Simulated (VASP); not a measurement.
Given:

```
CeO2
1.0
    0.00000     2.70770     2.70770
    2.70770     0.00000     2.70770
    2.70770     2.70770     0.00000
Ce O
1 2
Cartesian
  0.00000   0.00000   0.00000
  1.35385   1.35385   1.35385
  4.06156   4.06156   4.06156
```

All values below come from vdW-DF-cx, VASP's PBE PAW potentials (set 64) (plane waves; VASP 6.6.1). Settings: 520 eV cut-off, 8×8×8 Γ-centred mesh, tetrahedra with Blöchl corrections, potentials Ce O.

Question: What does the run give for the energy per atom (σ→0)?

Answer: 
```
Item                           Result
---------------------  --------------
energy per atom (σ→0)  -6905 meV/atom
```

Only differences to runs with the same potentials and settings are physical.

The compound is CeO2 in the fluorite structure. It was relaxed first. The run is not spin-polarised, so no magnetic state was tried.
